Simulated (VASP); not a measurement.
Given:

```
CELL_PARAMETERS angstrom
      6.06215     0.00000     0.00000
      0.00000     4.29378     0.00000
      0.00000     0.00000     6.06811
ATOMIC_POSITIONS crystal
  Ba 0.75000 0.00000 0.24467
  Ba 0.25000 0.00000 0.75533
  Mg 0.25000 0.50000 0.25803
  Mg 0.75000 0.50000 0.74197
```

All values below come from PBEsol GGA, VASP's PBE PAW potentials (set 64) (plane waves; VASP). Numerical set-up: 400 eV cut-off, 6×8×6 Γ-centred mesh, tetrahedra with Blöchl corrections, potentials Ba_sv Mg.

Unless said otherwise, spin-orbit coupling is left out, though it shifts the bands of the heavy elements here.

Q: What does the run give for the energy per atom (σ→0), band gap (on the k-mesh) with the smallest direct gap where there is one?

A: 
```yaml
band gap (on the k-mesh): none (metal, semimetal or under 0.01 eV)
energy per atom (σ→0): -1.994 eV/atom
```

The absolute energy has meaning only against runs of the same code, potentials and settings.

The structure comes from a computed database's BaMg entry (Pmma); how it stands against other phases isn't given here. It was relaxed first, which changed the volume by -6 %.
